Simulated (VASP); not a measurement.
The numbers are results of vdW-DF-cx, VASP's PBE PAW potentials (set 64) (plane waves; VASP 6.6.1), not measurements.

VASP input:

INCAR:
```
LREAL  =  .False.   # projection in real space or not
ENCUT  =  520
ISMEAR  =  0   # Gaussian
ALGO  =  Normal   # blocked Davidson
LMAXMIX  =  4   # l cut-off of mixed one-centre charges
SYSTEM  =  ZrC
LASPH  =  .True.   # aspherical one-centre terms
LWAVE  =  .False.
LORBIT  =  11
PREC  =  Accurate
LCHARG  =  .False.
AGGAC  =  0.0
GGA  =  CX
ICHARG  =  11   # fixed density
LUSE_VDW  =  .True.
SIGMA  =  0.05
NELM  =  100
EDIFF  =  1E-7   # SCF stop (eV)
```

KPOINTS:
```
k-points along high-symmetry lines
15
Line-mode
Reciprocal
  0.000000   0.000000   0.000000 ! GAMMA
  0.500000   0.000000   0.500000 ! X

  0.500000   0.000000   0.500000 ! X
  0.625000   0.250000   0.625000 ! U

  0.375000   0.375000   0.750000 ! K
  0.000000   0.000000   0.000000 ! GAMMA

  0.000000   0.000000   0.000000 ! GAMMA
  0.500000   0.500000   0.500000 ! L

  0.500000   0.500000   0.500000 ! L
  0.500000   0.250000   0.750000 ! W

  0.500000   0.250000   0.750000 ! W
  0.500000   0.000000   0.500000 ! X
```

POSCAR:
```
ZrC
1
    0.0000000000     2.3421225286     2.3421225286
    2.3421225286     0.0000000000     2.3421225286
    2.3421225286     2.3421225286    -0.0000000000
Zr C
1 1
Direct
  0.0000000000   0.0000000000   0.0000000000
  0.5000000000   0.5000000000   0.5000000000
```

POTCAR, in this order: Zr_sv C (PBE.64 set). Program: vasp_std. Read from the step before: CHGCAR.

What VASP printed:

File OSZICAR:
```
       N       E                     dE             d eps       ncg     rms          rms(c)
DAV:   1     0.113176076747E+03    0.11318E+03   -0.90542E+03  2160   0.134E+03
DAV:   2    -0.814459887953E+01   -0.12132E+03   -0.11500E+03  2524   0.333E+02
DAV:   3    -0.133228549663E+02   -0.51783E+01   -0.49652E+01  3288   0.590E+01
DAV:   4    -0.134802943012E+02   -0.15744E+00   -0.15699E+00  2628   0.953E+00
DAV:   5    -0.134843085999E+02   -0.40143E-02   -0.40111E-02  3248   0.126E+00
DAV:   6    -0.134843646557E+02   -0.56056E-04   -0.56055E-04  2612   0.127E-01
DAV:   7    -0.134843651438E+02   -0.48806E-06   -0.48805E-06  3220   0.125E-02
DAV:   8    -0.134843651493E+02   -0.54522E-08   -0.46724E-08  1832   0.122E-03
   1 F= -.13484365E+02 E0= -.13483328E+02  d E =-.207418E-02
```

File OUTCAR:
```
 val. band max:        9.9397463911   @ k =   0.0714   0.0714   0.0714

 cond. band min:       9.9554646392   @ k =   0.0714   0.0000   0.0714



 k-point     1 :       0.0000    0.0000    0.0000
  band No.  band energies     occupation
      1     -38.3404      2.00000
      2     -16.0757      2.00000
      3     -16.0757      2.00000
      4     -16.0757      2.00000
      5      -1.6620      2.00000
      6      10.6042      0.00000
      7      10.6042      0.00000
      8      10.6042      0.00000
      9      10.7295      0.00000
     10      10.7295      0.00000
     11      10.7295      0.00000
     12      12.4994      0.00000

 k-point     2 :       0.0357    0.0000    0.0357
  band No.  band energies     occupation
      1     -38.3386      2.00000
      2     -16.0872      2.00000
      3     -16.0795      2.00000
      4     -16.0795      2.00000
      5      -1.6223      2.00000
      6      10.1745      0.00000
      7      10.2765      0.00000
      8      10.2765      0.00000
      9      10.6726      0.00000
     10      11.1152      0.00000
     11      11.1152      0.00000
     12      12.5168      0.00000

 k-point     3 :       0.0714    0.0000    0.0714
  band No.  band energies     occupation
      1     -38.3334      2.00000
      2     -16.1206      2.00000
      3     -16.0906      2.00000
      4     -16.0906      2.00000
      5      -1.5066      2.00000
      6       9.3734      2.00000
      7       9.9555      0.90795
      8       9.9555      0.90794
      9      10.5110      0.00000
     10      11.6077      0.00000
     11      11.6077      0.00000
     12      12.5683      0.00000

 k-point     4 :       0.1071    0.0000    0.1071
  band No.  band energies     occupation
      1     -38.3249      2.00000
      2     -16.1734      2.00000
      3     -16.1084      2.00000
      4     -16.1084      2.00000
      5      -1.3255      2.00000
      6       8.5461      2.00000
      7       9.6972      2.00000
...
```

The density is held fixed in this step, so its total energy and stress have no physical meaning.

The compound is ZrC in the rock salt structure. It was relaxed first.
